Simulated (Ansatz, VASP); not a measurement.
## Cross-check of WSe2 between VASP and Ansatz

Wanted: the spread between two codes on one cell, functional and k mesh. The cell is taken from a series of runs on this material, whose earlier steps may have relaxed, scaled, displaced or heated it; both programs get it as it stands.

Calculated with Ansatz 0.2.0; plane waves, with VASP 6.6.1 beside it; relaxation of cell and atoms at PBE.

**1. Starting point**

It takes space group P6_3/mmc (No. 194, hexagonal). The conventional cell has a = 3.321 Å, b = 3.321 Å, c = 15.202 Å, α = 90.00°, β = 90.00°, γ = 120.00°. Nearest to W lie 6 Se at 2.55 Å. Nearest to Se lie 3 W at 2.55 Å. Farther neighbours and most contacts between anions are not listed.

**2. Ansatz: relaxation of cell and atoms, PBE**

Ansatz runs on its PAW soft_1 files.

The relaxed volume is the usual yardstick between codes: in a stiff, nearly cubic crystal its relative difference is about their pressure difference at one cell divided by the bulk modulus.

File input.yaml:

```yaml
crystal:
  lattice:
    - [3.3209603747, 0.0, 0.0]
    - [-1.6604801873, 2.8760360494, 0.0]
    - [0.0, 0.0, 15.2021815666]
  atoms:
    - { symbol: W, position: [0.3333333333, 0.6666666667, 0.25] }
    - { symbol: W, position: [0.6666666667, 0.3333333333, 0.75] }
    - { symbol: Se, position: [0.3333333333, 0.6666666667, 0.63962086] }
    - { symbol: Se, position: [0.6666666667, 0.3333333333, 0.13962086] }
    - { symbol: Se, position: [0.3333333333, 0.6666666667, 0.86037914] }
    - { symbol: Se, position: [0.6666666667, 0.3333333333, 0.36037914] }
kpoints:
  mp_grid: { grid: [9, 9, 2] }
hamiltonian:
  xc: pbe
  pseudopotentials: { kind: paw, azcp: { folder: soft_1 } }
scf:
  occupations: { method: gaussian, width: 0.02 }
output:
  forces: true
  stress: true
  eigenvalues: true
relax:
  adjacent_minimum: "off"
  f_tol: 0.005
  max_steps: 80
  cell: { stress_tol: 0.05 }
```

On the command line:

```
> ansatz run input.yaml --threads 4 --pin off --max-ram 15360MiB --backend cpu --events-out ev --progress --plain --runs-dir out
```

Numbers of over 12 decimals in the logs are rounded to 6 here.

The log of the run:

```text
Engine: ansatz 0.2.0, x86_64-unknown-linux-gnu
Pseudopotentials: kind: paw
Pseudopotential: W, paw, valence charge 14, recommended cutoff 420 eV (normal), soft_1/W.paw.azcp
Pseudopotential: Se, paw, valence charge 16, recommended cutoff 420 eV (normal), soft_1/Se.paw.azcp
Functional definition: PBE
  parameter kappa = 0.804
  parameter beta = 0.066725
  exchange = pbe_x(kappa = kappa, mu = beta*pi^2/3)
  correlation = pbe_c(beta = beta)
Crystal: 6 atoms, lattice volume = 145.199 Å³
Basis set: ecut = 420 eV, 2871 PW (Γ), exchange–correlation on 48×48×216 points (8 copies of the dense FFT grid, shifted against one another)
Bands: 56, of which v1, the nominal top of the filled ones, is band 46 counted from 1 (45 counted from 0)
Symmetry: 24 space group operations
Space group: P63/mmc (ITA 194), of the structure as read, at distance tolerance 5.3e-5 Å
k-points: 24 of 162
Non-local potential: W, projectors of the file, l = 0: 3, l = 1: 2, l = 2: 2, l = 3: 1
Non-local potential: Se, projectors of the file, l = 0: 2, l = 1: 2, l = 2: 3, l = 3: 1
PAW form: soft (Blöchl's): semilocal exchange-correlation on the pseudo side does not see the compensation charge
PAW one-centre angular grid: W, 590 points (default); XC on 64 Gauss nodes
PAW one-centre angular grid: Se, 590 points (default); XC on 64 Gauss nodes
Initial density: superposition of atomic densities (chi_scale 0.1, normalization cell, long waves kept (reshape's long-wave potential 0.07 eV rms))
Initial wavefunctions: pseudopotential atomic-orbital guess
Functional: x = pbe(κ = 0.804, μ = 0.219515), c = pbe(β = 0.066725)
SCF iter   1: F=—  HF=-42652.542155 eV  |F-HF|=—  |Δ(HF+E_count)|=         —  Δρ=3.23e-2  dr2=5.22e0  ethr=3.10e-3  ⟨swp⟩=6.9  Hψ=4941  notcnv=0
preconditioner: auto → Resta (q_TF=auto, 2.528 Å⁻¹)  ε∞=5.4  [insulator: Δε(μ)=1.209 eV  Ē_g=8.795 eV  σ=0.020 eV  W_gap=1.00  n_scr=54 (ndim 8)  ℏωp=18.5 eV  f_vac=0.186  D(μ)=0.00/eV (n_scr^D=0)  ε∞_Penn≈5.4]
SCF iter   2: F=—  HF=-42651.789814 eV  |F-HF|=—  |Δ(HF+E_count)|=   7.52e-1  Δρ=2.07e-2  dr2=8.19e-1  ethr=3.10e-3  ⟨swp⟩=2.4  Hψ=1853  notcnv=0  defer=72
SCF iter   3: F=—  HF=-42651.612730 eV  |F-HF|=—  |Δ(HF+E_count)|=   1.77e-1  Δρ=8.29e-3  dr2=3.06e-1  ethr=8.90e-4  ⟨swp⟩=2.5  Hψ=1808  notcnv=0  defer=72
SCF iter   4: F=—  HF=-42651.559973 eV  |F-HF|=—  |Δ(HF+E_count)|=   5.28e-2  Δρ=2.22e-3  dr2=1.31e-2  ethr=3.32e-4  ⟨swp⟩=2.2  Hψ=1781  notcnv=0  defer=72
SCF iter   5: F=—  HF=-42651.561671 eV  |F-HF|=—  |Δ(HF+E_count)|=   1.70e-3  Δρ=9.26e-4  dr2=3.07e-3  ethr=1.42e-5  ⟨swp⟩=2.0  Hψ=2700  notcnv=0  defer=72
SCF iter   6: F=—  HF=-42651.562757 eV  |F-HF|=—  |Δ(HF+E_count)|=   1.09e-3  Δρ=4.42e-4  dr2=4.55e-4  ethr=3.34e-6  ⟨swp⟩=2.0  Hψ=2490  notcnv=0  defer=72
[...]
basis re-selected at this cell: Δ(F+E_penalty+E_count) = -2.154e-9 eV, ΔP = +0.000 GPa vs the last step (what re-selecting the basis moved, of the pressure what is left beyond the Pulay correction that the steps carried, after the strain that the cell walked since its last selection, with what the two solves' SCF thresholds leave and, on support functions, any second-order correction that the steps lacked; it is no m [...]
SCF converged after 6 iterations
Free energy (F): -42651.563494 eV
Harris-Foulkes:  -42651.563494 eV  (|F-HF|=2.91e-11)
Internal energy: -42651.563494 eV  (E = F + TS)
E sigma→0 (E₀):  -42651.563494 eV
Fermi energy:    10.236574 eV
--- Per-component energies (eV) ---
  E_band       = -1975.058988
  E_kinetic    = 1285.684607
  E_local      = -15942.996021  (includes V_loc(G=0)·N_el)
  E_nonlocal   = -1467.448623
  E_hartree    = 8024.975694
  E_xc         = -875.953746
  E_vxc        = -824.575049  (∫ρ·V_xc dr)
  E_paw        = -25675.118502  (= ΣΔE_a)
  E_vpaw       = -1075.674178  (= ΣTr[D̂ρ^β])
  E_aug_tail   = -0.001178  (compensation charges beyond the density's cutoff)
  E_ewald      = -8000.705724
  E_smearing   = -0.000000  (= −TS)
  E_closure    = -0.000000  (closes the sum)
  Σ components = -42651.563494   (vs F -42651.563494, Δ=0.00e0)
--- Forces (eV/Å), atoms counted from 1 ---
  atom   1  W     -0.00000000     0.00000000     0.00000000
  atom   2  W      0.00000000    -0.00000000     0.00000000
  atom   3  Se    -0.00000000     0.00000000    -0.00170299
  atom   4  Se     0.00000000     0.00000000    -0.00170299
  atom   5  Se    -0.00000000     0.00000000     0.00170299
  atom   6  Se     0.00000000     0.00000000     0.00170299
  max |Σ_I F_I| component: 2.20e-17 eV/Å
--- Stress (GPa, compression-positive) ---
       -0.006551      -0.000000       0.000000
        0.000000      -0.006551       0.000000
        0.000000       0.000000       0.018660
  P = ⅓ Tr σ = 0.0019 GPa (0.019 kbar)
--- Band table (eV; the first three rows and the last of 24) ---
  k-point 0: bands = [... 42 lower, 8.2185, 8.2185, 8.9133, 9.3755, 12.3440, 12.3440, 12.3494, 12.3494, ... 6 higher]
  k-point 1: bands = [... 42 lower, 8.2164, 8.2164, 9.1982, 9.1982, 12.3465, 12.3465, 12.3465, 12.3465, ... 6 higher]
  k-point 2: bands = [... 42 lower, 8.1556, 8.4025, 8.8982, 9.2303, 11.7655, 11.9817, 12.0436, 12.0742, ... 6 higher]
  k-point 23: bands = [... 42 lower, 7.1167, 7.1167, 9.4506, 9.4506, 10.9999, 10.9999, 12.2668, 12.2668, ... 6 higher]
--- Relaxed structure (1 steps of the walk, 1 accepted, 1 SCFs on fresh bases) ---
  F+E_penalty+E_count = -42651.56349395 eV   max|allowed force component| = 1.703e-3 eV/Å   (the final SCF, on the basis selected at the relaxed cell)
  cell:  # Å, volume = 145.1991 Å³
    - [3.320960, -2.8867444156316173e-11, 0.0]
    - [-1.660480, 2.876036, 0.0]
    - [0.0, 0.0, 15.2021815666]
  atoms:
    - { symbol: W, position: [0.333333, 0.666667, 0.25] }
    - { symbol: W, position: [0.666667, 0.333333, 0.750000] }
    - { symbol: Se, position: [0.333333, 0.666667, 0.63962086] }
    - { symbol: Se, position: [0.666667, 0.333333, 0.13962086] }
    - { symbol: Se, position: [0.333333, 0.666667, 0.86037914] }
    - { symbol: Se, position: [0.666667, 0.333333, 0.36037914] }
```

**3. VASP: relaxation of cell and atoms, PBE**

The same cell, functional, mesh and smearing now go to VASP, with its own data sets.

Lines of VASP's logs that name or quote its potential files are left out, and so is its time.

File INCAR:

```
SYSTEM = WSe2
PREC = Accurate
ENCUT = 600
EDIFF = 1E-07
NELM = 120
ISMEAR = 0
SIGMA = 0.02
LREAL = .FALSE.
ALGO = Normal
GGA = PE
NBANDS = 24
LASPH = .TRUE.
LORBIT = 11
LWAVE = .FALSE.
LCHARG = .FALSE.
ISIF = 3
IBRION = 2
NSW = 80
EDIFFG = -0.005
GGA_COMPAT = .FALSE.
NELMIN = 4
EFERMI = MIDGAP
KPAR = 2
```

File POSCAR:

```
WSe2
1.0
    3.3209600000      0.0000000000      0.0000000000
   -1.6604800000      2.8760360000      0.0000000000
    0.0000000000      0.0000000000     15.2021820000
W Se
2 4
Direct
    0.3333331595      0.6666666667      0.2500000000
    0.6666664929      0.3333333333      0.7500000000
    0.3333331595      0.6666666667      0.6396208616
    0.6666664929      0.3333333333      0.1396208616
    0.3333331595      0.6666666667      0.8603791384
    0.6666664929      0.3333333333      0.3603791383
```

File KPOINTS:

```
Automatic mesh
0
Gamma
9 9 2
0 0 0
```

Potentials, in the order of the species: W and Se (PBE family, release 64).

On the command line:

```
> mpirun -np 2 vasp_std
```

The log of the run:

```text
[banner, memory and clock lines left out]
running    2 mpi-ranks, on    1 nodes
 distrk:  each k-point on    1 cores,    2 groups
 distr:  one band on    1 cores,    1 groups

 POSCAR found type information on POSCAR W Se
 POSCAR found :  2 types and       6 ions
 LDA part: xc-table for (Slater+PW92), standard interpolation
 POSCAR, INCAR and KPOINTS ok, starting setup
 FFT: planning ... GRIDC
 FFT: planning ... GRID_SOFT
 FFT: planning ... GRID
 WAVECAR not read
 entering main loop
       N       E                     dE             d eps       ncg     rms          rms(c)
DAV:   1     0.211898395874E+03    0.21190E+03   -0.16444E+04  1152   0.143E+03
DAV:   2    -0.263173961675E+02   -0.23822E+03   -0.22974E+03  1576   0.270E+02
DAV:   3    -0.451085708984E+02   -0.18791E+02   -0.18648E+02  1560   0.746E+01
DAV:   4    -0.455043863362E+02   -0.39582E+00   -0.39430E+00  1512   0.119E+01
DAV:   5    -0.455153878297E+02   -0.11001E-01   -0.10993E-01  1624   0.163E+00    0.297E+01
DAV:   6    -0.438337200084E+02    0.16817E+01   -0.91883E+00  1688   0.143E+01    0.113E+01
DAV:   7    -0.435468045275E+02    0.28692E+00   -0.43025E+00  1568   0.105E+01    0.764E+00
DAV:   8    -0.433625038356E+02    0.18430E+00   -0.58197E-01  1608   0.456E+00    0.625E-01
DAV:   9    -0.433622678423E+02    0.23599E-03   -0.55365E-02  1560   0.122E+00    0.386E-01
DAV:  10    -0.433622026936E+02    0.65149E-04   -0.59392E-03  1568   0.420E-01    0.217E-01
DAV:  11    -0.433625464972E+02   -0.34380E-03   -0.76487E-04  1464   0.157E-01    0.121E-01
DAV:  12    -0.433626891991E+02   -0.14270E-03   -0.35678E-04  1376   0.104E-01    0.274E-02
DAV:  13    -0.433627126788E+02   -0.23480E-04   -0.57922E-05  1592   0.422E-02    0.677E-03
DAV:  14    -0.433627148652E+02   -0.21865E-05   -0.66783E-06  1448   0.147E-02    0.630E-03
DAV:  15    -0.433627150801E+02   -0.21491E-06   -0.71858E-07  1440   0.540E-03    0.311E-03
DAV:  16    -0.433627149971E+02    0.83038E-07   -0.12475E-07  1080   0.232E-03
   1 F= -.43362715E+02 E0= -.43362715E+02  d E =-.433627E+02
[...]
2 F= -.43361153E+02 E0= -.43361153E+02  d E =0.156154E-02
[...]
3 F= -.43363249E+02 E0= -.43363249E+02  d E =-.533688E-03
[...]
4 F= -.43363249E+02 E0= -.43363249E+02  d E =-.533873E-03
 curvature:  -0.17 expect dE=-0.141E-04 dE for cont linesearch -0.409E-08
 trial: gam= 0.03011 g(F)=  0.168E-04 g(S)=  0.680E-04 ort =-0.876E-05 (trialstep = 0.866E+00)
 search vector abs. value=  0.871E-04
 bond charge predicted
       N       E                     dE             d eps       ncg     rms          rms(c)
DAV:   1    -0.433633567481E+02   -0.10789E-03   -0.33212E-03  1168   0.301E-01    0.343E-02
DAV:   2    -0.433633045181E+02    0.52230E-04   -0.17109E-04  1440   0.734E-02    0.263E-02
DAV:   3    -0.433632933546E+02    0.11163E-04   -0.29394E-05  1344   0.314E-02    0.939E-03
DAV:   4    -0.433632883858E+02    0.49688E-05   -0.11102E-05  1432   0.156E-02    0.694E-03
DAV:   5    -0.433632879682E+02    0.41769E-06   -0.14253E-06  1520   0.559E-03    0.418E-03
DAV:   6    -0.433632877329E+02    0.23521E-06   -0.40982E-07  1240   0.368E-03    0.771E-04
DAV:   7    -0.433632877115E+02    0.21405E-07   -0.70819E-08   688   0.138E-03
   5 F= -.43363288E+02 E0= -.43363288E+02  d E =-.388419E-04
 trial-energy change:   -0.000039  1 .order   -0.000039   -0.000073   -0.000005
 step:   0.9251(harm=  0.9251)  dis= 0.00035  next Energy=   -43.363288 (dE=-0.391E-04)
 reached required accuracy - stopping structural energy minimisation
```

Parts of OUTCAR (step 3):

```text
ion  position               nearest neighbor table
   1  0.333  0.667  0.250-   6 2.55   6 2.55   4 2.55   4 2.55   6 2.55   4 2.55
   2  0.667  0.333  0.750-   3 2.55   5 2.55   3 2.55   5 2.55   3 2.55   5 2.55
   3  0.333  0.667  0.640-   2 2.55   2 2.55   2 2.55
   4  0.667  0.333  0.140-   1 2.55   1 2.55   1 2.55
   5  0.333  0.667  0.860-   2 2.55   2 2.55   2 2.55
   6  0.667  0.333  0.360-   1 2.55   1 2.55   1 2.55

  LATTYP: Found a hexagonal cell.
 ALAT       =     3.3209600000
 C/A-ratio  =     4.5776468250

 Subroutine GETGRP returns: Found 24 space group operations
 (whereof 12 operations were pure point group operations)

The static configuration has the point symmetry D_3d.
 The point group associated with its full space group is D_6h.

 Found     24 irreducible k-points:

   k-points           NKPTS =     24   k-points in BZ     NKDIM =     24   number of bands    NBANDS=     24

   dimension x,y,z NGX =    28 NGY =   28 NGZ =  126
   dimension x,y,z NGXF=    56 NGYF=   56 NGZF=  252

   ENCUT  =  600.0 eV  44.10 Ry    6.64 a.u.   6.63  6.63 30.36*2*pi/ulx,y,z

   NELECT =      36.0000    total number of electrons

 k-points in reciprocal lattice and weights: Automatic mesh
   0.00000000  0.00000000  0.00000000       0.006
   0.11111111  0.00000000  0.00000000       0.037
   0.22222222  0.00000000  0.00000000       0.037
   0.33333333  0.00000000  0.00000000       0.037
   0.44444444  0.00000000  0.00000000       0.037
   0.11111111  0.11111111  0.00000000       0.037
   0.22222222  0.11111111  0.00000000       0.074
   0.33333333  0.11111111  0.00000000       0.074
   0.44444444  0.11111111  0.00000000       0.037
[...]
0.33333333  0.22222222  0.50000000       0.074
   0.33333333  0.33333333  0.50000000       0.012

 average (electrostatic) potential at core
       1 -42.3982       2 -42.3982       3 -54.8551       4 -54.8551       5 -54.8551
       6 -54.8551

 E-fermi :   4.1687

 k-point     1 :       0.0000    0.0000    0.0000
  band No.  band energies     occupation
    ...
     14       2.1536      2.00000
     15       2.1578      2.00000
     16       2.1578      2.00000
     17       2.8356      2.00000
     18       3.2997      2.00000
     19       6.3003      0.00000
     20       6.3003      0.00000
     21       6.3059      0.00000
     22       6.3059      0.00000
     23       6.4599      0.00000
    ...

 k-point     2 :       0.1111    0.0000    0.0000
  band No.  band energies     occupation
    ...
     14       1.8678      2.00000
     15       2.1000      2.00000
     16       2.3523      2.00000
     17       2.8213      2.00000
     18       3.1560      2.00000
     19       5.7153      0.00000
     20       5.9278      0.00000
     21       5.9922      0.00000
     22       6.0200      0.00000
     23       6.2330      0.00000
    ...

 k-point     3 :       0.2222    0.0000    0.0000
  band No.  band energies     occupation
    ...
     14       1.6645      2.00000
     15       1.7153      2.00000
     16       2.0268      2.00000
     17       2.5538      2.00000
     18       2.6420      2.00000
     19       5.1055      0.00000
     20       5.5885      0.00000
     21       5.8191      0.00000
     22       5.8497      0.00000
     23       5.8636      0.00000
    ...

  Total       -0.0022893     -0.0022893      0.0062963      0.0000000      0.0000000      0.0000000
  in kB       -0.0253377     -0.0253377      0.0696862      0.0000000      0.0000000      0.0000000
  external PRESSURE =       0.0063369 kB  Pullay stress =       0.0000000 kB

  energy-cutoff  :      600.00
  volume of cell :      144.76
      direct lattice vectors                 reciprocal lattice vectors
     3.316670606 -0.000000000 -0.000000000     0.301507180  0.174075235  0.000000000
    -1.658335303  2.872321275 -0.000000000    -0.000000000  0.348150469 -0.000000000
    -0.000000000  0.000000000 15.195360500     0.000000000  0.000000000  0.065809561

 POSITION                                       TOTAL-FORCE (eV/Angst)
 -----------------------------------------------------------------------------------
     -0.00000      1.91488      3.79884        -0.000000      0.000000     -0.000000
      1.65833      0.95744     11.39652        -0.000000      0.000000     -0.000000
     -0.00000      1.91488      9.71969         0.000000      0.000000     -0.000305
      1.65833      0.95744      2.12201        -0.000000     -0.000000     -0.000305
     -0.00000      1.91488     13.07335         0.000000      0.000000      0.000305
      1.65833      0.95744      5.47567        -0.000000     -0.000000      0.000305
 -----------------------------------------------------------------------------------
    total drift:                                0.000846     -0.000004      0.000001

  FREE ENERGIE OF THE ION-ELECTRON SYSTEM (eV)
  ---------------------------------------------------
  free  energy   TOTEN  =       -43.3632877115 eV

  energy  without entropy=      -43.3632877115  energy(sigma->0) =      -43.36328771

 reached required accuracy - stopping structural energy minimisation

 total charge
# of ion       s       p       d       tot
------------------------------------------
    1        0.531   0.606   4.142   5.279
    2        0.531   0.606   4.142   5.279
    3        1.474   2.344   0.066   3.884
    4        1.474   2.344   0.066   3.884
    5        1.474   2.344   0.066   3.884
    6        1.474   2.344   0.066   3.884
--------------------------------------------------
tot          6.959  10.589   8.547  26.095

[... 3 further parts left out ...]
```

CONTCAR:

```
WSe2
   1.00000000000000
     3.3166706064300215   -0.0000000000000000   -0.0000000000000000
    -1.6583353032150108    2.8723212751363070   -0.0000000000000000
    -0.0000000000000000    0.0000000000000000   15.1953604999226464
  W               Se
     2     4
Direct
     0.3333331595000004    0.6666666667000030    0.2500000000000000
     0.6666664928999992    0.3333333332999970    0.7500000000000000
     0.3333331595000004    0.6666666667000030    0.6396486715844042
     0.6666664928999992    0.3333333332999970    0.1396486715844042
     0.3333331595000004    0.6666666667000030    0.8603513284155958
     0.6666664928999992    0.3333333332999970    0.3603513283155940
```

This run has no spin polarisation, so a moment on W, if there is one, isn't seen. The data set W keeps the semicore shell frozen, which is cheaper and a little less accurate.

**4. Comparison**

Known differences besides the potentials themselves: the data sets hold 92 valence electrons in Ansatz (on its PAW soft_1 files) and 36 in VASP; the cutoff is 420 eV in Ansatz and 600 eV in VASP; Ansatz adds a Pulay correction to the stress that steers its cell, VASP none. Total energies have different zeros and are not compared.

Both answers:

| quantity | Ansatz | VASP | difference |
| --- | --- | --- | --- |
| volume (Å³) | 145.20 | 144.76 | +0.30 % |
| edge a after relaxation, in the typed setting (Å) | 3.321 | 3.317 | +0.13 % |
| edge c after relaxation, in the typed setting (Å) | 15.202 | 15.195 | +0.04 % |

**5. What came out**

* difference in volume (relaxation of cell and atoms, PBE): 0.30 %

What this shows: The difference in volume is 0.30 % (relaxation of cell and atoms, PBE), within the 1.2 % picked in this series as the mark of a large difference, as far as the stopping tolerances let one tell. The data sets hold unlike numbers of valence electrons (92 in Ansatz and 36 in VASP), so part of the differences comes from the potentials. Such differences can come from data sets, numerical settings and the points named under the comparisons, not from the functional's error against experiment.

[Lines on the potential files, build, host, timing and source positions are cut from VASP's logs without a mark.]

[Logs are printed without paths, hosts, clocks, repeated set-up lines and the standing remarks that a program may print on its own settings, such as how far it seeks lower states.]

[Hosts, paths, dates, database ids (printed as entryN), source tags and the programs' standing remarks are cut or masked in the printed files.]
